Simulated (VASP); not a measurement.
Input:

```
PbTe
1.0
    4.55488     0.00000     0.00000
    0.00000     4.55488     0.00000
    0.00000     0.00000    27.84033
Te Pb
4 4
Direct
  0.00000   0.50000   0.44324
  0.50000   0.00000   0.32505
  0.00000   0.50000   0.67495
  0.50000   0.00000   0.55676
  0.00000   0.50000   0.33412
  0.50000   0.00000   0.43563
  0.00000   0.50000   0.56437
  0.50000   0.00000   0.66588
```

Calculation: PBEsol GGA, VASP's PBE PAW potentials (set 64) (plane waves; VASP). Numerical set-up: PREC = Normal, 400 eV cut-off, 5×5×1 Γ-centred mesh, Gaussian smearing of 0.050 eV, potentials Te Pb_d.

**Question.** Predict the energy per atom (σ→0).

**Answer.** 
```yaml
energy per atom (σ→0): -4.057 eV/atom
```

The absolute energy has meaning only against runs of the same code, potentials and settings.

The cell is a thin slab with vacuum, built from PbTe (rock salt): (100) face.
